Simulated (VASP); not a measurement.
A run of VASP 6.6.1 is set up as follows.

POSCAR

```
HgTe                                    
1.0
    0.0000000000      3.2580088205      3.2580088205
    3.2580088205      0.0000000000      3.2580088205
    3.2580088205      3.2580088205      0.0000000000
  Hg              Te            
     1     1
Direct
     0.0000000000000000    0.0000000000000000    0.0000000000000000
     0.2500000000000000    0.2500000000000000    0.2500000000000000
```

INCAR.step1

```
  PREC = Accurate
  ENCUT = 520
  EDIFF = 1E-5
  ISMEAR = 0
  SIGMA = 0.03
  LREAL = F
  LASPH = T
  NELM = 80
  ALGO = Normal
  ISIF = 2
  LWAVE = T
  LCHARG = F
  KPAR = 4
  GGA = PE
```

INCAR.step2

```
  PREC = Accurate
  ENCUT = 520
  EDIFF = 1E-7
  ISMEAR = 0
  SIGMA = 0.03
  LREAL = F
  LASPH = T
  NELM = 80
  ALGO = Normal
  ISIF = 2
  LWAVE = F
  LCHARG = F
  GGA = PE
  LHFCALC = T
  HFSCREEN = 0.2
  PRECFOCK = Fast
  KPAR = 4
  ISTART = 1
```

File KPOINTS:

```
Automatic mesh
0
Gamma
  6 6 6
```

Contents of KPOINTS_OPT:

```
explicit points
6
Reciprocal
 0.0000000000  0.0000000000  0.0000000000 1
 0.3750000000  0.3750000000  0.7500000000 1
 0.5000000000  0.5000000000  0.5000000000 1
 0.6250000000  0.2500000000  0.6250000000 1
 0.5000000000  0.2500000000  0.7500000000 1
 0.5000000000  0.0000000000  0.5000000000 1
```

Potentials or basis: VASP PAW PBE potentials, release 64 (Hg, Te).

The run is started by

```sh
$ cat potpaw_PBE.64/Hg/POTCAR potpaw_PBE.64/Te/POTCAR > POTCAR
$ cp INCAR.step1 INCAR
$ mpirun -np 4 vasp_std > vasp.out
$ cp INCAR.step2 INCAR
$ mpirun -np 4 vasp_std > vasp.out
```

Question: Estimate the pressure.

Answer: 0.9 GPa.

Question: What does it give for the band gap along the path?

Answer: None (metal or under the smearing width).

Caveat: the PAW data sets were made with another functional, which shifts forces and pressure a little; spin-orbit coupling is left out, which moves the levels of the heavy elements.
